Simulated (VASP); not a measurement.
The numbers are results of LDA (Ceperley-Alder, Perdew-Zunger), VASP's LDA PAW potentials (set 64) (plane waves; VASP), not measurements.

A VASP calculation is set up with these files.

POSCAR:
```
AgCl
1.0
  0.0000000000   2.5211905219   2.5211905219
  2.5211905219   0.0000000000   2.5211905219
  2.5211905219   2.5211905219   0.0000000000
Ag Cl
1 1
Cartesian
  0.0000000000   0.0000000000   0.0000000000
  2.5211905219   2.5211905219   2.5211905219
```

KPOINTS:
```
Regular mesh
0
Gamma
  9 9 9
```

INCAR:
```
# general
SYSTEM   =  AgCl
PREC     =  Accurate
ENCUT    =  500   # plane-wave cut-off (eV)
LREAL    =  .False.
LASPH    =  .True.

# electronic loop
EDIFF    =  1E-6   # SCF stop (eV)
NELM     =  100   # most electronic steps
ALGO     =  Normal
LMAXMIX  =  4   # l cut-off of mixed one-centre charges

# smearing
ISMEAR   =  0
SIGMA    =  0.05   # width (eV)

# ions
IBRION   =  2   # conjugate gradients
NSW      =  40   # most ionic steps
ISIF     =  3   # ions, shape and volume
EDIFFG   =  -0.02   # ionic stop
PSTRESS  =  300

# output
LWAVE    =  .False.
LCHARG   =  .False.
```

POTCAR, in this order: Ag Cl (LDA.64 set). Program: vasp_std.

Output

### OSZICAR
```
       N       E                     dE             d eps       ncg     rms          rms(c)
DAV:   1     0.102445741435E+03    0.10245E+03   -0.92551E+03   942   0.126E+03
DAV:   2    -0.309460919816E+01   -0.10554E+03   -0.97919E+02  1090   0.266E+02
DAV:   3    -0.661389522887E+01   -0.35193E+01   -0.35097E+01  1060   0.527E+01
DAV:   4    -0.663839680478E+01   -0.24502E-01   -0.24498E-01  1085   0.492E+00
DAV:   5    -0.663868435200E+01   -0.28755E-03   -0.28754E-03  1035   0.523E-01    0.147E+01
DAV:   6    -0.647390699606E+01    0.16478E+00   -0.35688E-01   970   0.915E+00    0.937E+00
DAV:   7    -0.646324554588E+01    0.10661E-01   -0.95306E-02   940   0.259E+00    0.247E+00
DAV:   8    -0.646077267576E+01    0.24729E-02   -0.40481E-03  1000   0.738E-01    0.313E-01
DAV:   9    -0.646060250547E+01    0.17017E-03   -0.11519E-03   990   0.326E-01    0.556E-02
DAV:  10    -0.646060444026E+01   -0.19348E-05   -0.93199E-06  1080   0.384E-02    0.225E-02
DAV:  11    -0.646060488663E+01   -0.44637E-06   -0.84163E-07   570   0.107E-02
   1 F= -.45913453E+00 E0= -.45913453E+00  d E =-.459135E+00
       N       E                     dE             d eps       ncg     rms          rms(c)
DAV:   1    -0.945726060582E+01   -0.29967E+01   -0.66459E+01   915   0.932E+01    0.198E+01
DAV:   2    -0.575330279515E+01    0.37040E+01   -0.13722E+01   915   0.446E+01    0.575E+00
DAV:   3    -0.554105664431E+01    0.21225E+00   -0.39180E-01   940   0.773E+00    0.309E+00
DAV:   4    -0.551229544347E+01    0.28761E-01   -0.11693E-01  1005   0.272E+00    0.145E+00
DAV:   5    -0.550980395721E+01    0.24915E-02   -0.39977E-03  1040   0.717E-01    0.638E-01
DAV:   6    -0.550959813760E+01    0.20582E-03   -0.16404E-03  1050   0.356E-01    0.487E-02
DAV:   7    -0.550959176891E+01    0.63687E-05   -0.20467E-05  1010   0.409E-02    0.257E-02
DAV:   8    -0.550959531751E+01   -0.35486E-05   -0.19498E-06  1007   0.127E-02    0.727E-03
DAV:   9    -0.550959518768E+01    0.12983E-06   -0.39554E-07   485   0.695E-03
   2 F= -.33437137E+00 E0= -.33437137E+00  d E =0.124763E+00
       N       E                     dE             d eps       ncg     rms          rms(c)
DAV:   1    -0.764362372387E+01   -0.21340E+01   -0.27115E+01   910   0.616E+01    0.902E+00
DAV:   2    -0.633423591957E+01    0.13094E+01   -0.31025E+00   915   0.261E+01    0.497E+00
DAV:   3    -0.621852575629E+01    0.11571E+00   -0.29135E-01   970   0.544E+00    0.311E+00
DAV:   4    -0.620641375866E+01    0.12112E-01   -0.22063E-02   985   0.160E+00    0.740E-01
DAV:   5    -0.620530500261E+01    0.11088E-02   -0.33759E-03  1060   0.945E-01    0.301E-01
DAV:   6    -0.620525635090E+01    0.48652E-04   -0.85957E-04   955   0.268E-01    0.325E-02
DAV:   7    -0.620525365527E+01    0.26956E-05   -0.38898E-05  1015   0.779E-02    0.175E-02
DAV:   8    -0.620525519767E+01   -0.15424E-05   -0.55042E-06  1000   0.390E-02    0.658E-03
DAV:   9    -0.620525475136E+01    0.44631E-06   -0.12525E-06   497   0.212E-02
   3 F= -.51477742E+00 E0= -.51477742E+00  d E =-.556429E-01
       N       E                     dE             d eps       ncg     rms          rms(c)
DAV:   1    -0.619775430902E+01    0.75009E-02   -0.58459E-03   910   0.888E-01    0.135E-01
DAV:   2    -0.619745537708E+01    0.29893E-03   -0.81142E-04   910   0.382E-01    0.594E-02
DAV:   3    -0.619743314127E+01    0.22236E-04   -0.50372E-05   945   0.589E-02    0.350E-02
DAV:   4    -0.619743083442E+01    0.23068E-05   -0.38746E-06   995   0.158E-02    0.109E-02
DAV:   5    -0.619743064817E+01    0.18625E-06   -0.33876E-07   455   0.112E-02
   4 F= -.51482063E+00 E0= -.51482063E+00  d E =-.556861E-01
```

File OUTCAR:
```
------------------------ aborting loop because EDIFF is reached ----------------------------------------
  FORCE on cell =-STRESS in cart. coord.  units (eV):
  Direction    XX          YY          ZZ          XY          YZ          ZX
  --------------------------------------------------------------------------------------
  Total        5.6822068      5.6822068      5.6822068      0.0000000     -0.0000000     -0.0000000
  in kB      299.9787125    299.9787125    299.9787125      0.0000000     -0.0000000     -0.0000000
  external PRESSURE =      -0.0212875 kB  Pullay stress =     300.0000000 kB
  volume of cell :       30.35
      direct lattice vectors                 reciprocal lattice vectors
    -0.000000000  2.475724958  2.475724958    -0.201961045  0.201961045  0.201961045
     2.475724958  0.000000000  2.475724958     0.201961045 -0.201961045  0.201961045
     2.475724958  2.475724958  0.000000000     0.201961045  0.201961045 -0.201961045
  FREE ENERGIE OF THE ION-ELECTRON SYSTEM (eV)
  ---------------------------------------------------
  free  energy   TOTEN  =        -6.1974306482 eV

  energy  without entropy=       -6.1974306482  energy(sigma->0) =       -6.19743065
  enthalpy is  TOTEN    =        -0.5148206289 eV   P V=        5.6826100193

 reached required accuracy - stopping structural energy minimisation
```
(Selected blocks of OUTCAR.)

### CONTCAR
```
AgCl
   1.00000000000000
    -0.0000000000000000    2.4757249583611380    2.4757249583611380
     2.4757249583611380    0.0000000000000000    2.4757249583611380
     2.4757249583611380    2.4757249583611380    0.0000000000000000
  Ag              Cl
     1     1
Direct
     1.0000000000000000    0.0000000000000000    0.0000000000000000
     0.5000000000000000    0.5000000000000000    0.5000000000000000
```

Energy and stress use the plane-wave basis of the starting cell.

The compound is AgCl in the rock salt structure. This run relaxes it under an external pressure of 30 GPa. Symmetry was kept, so distortions that lower it aren't found.
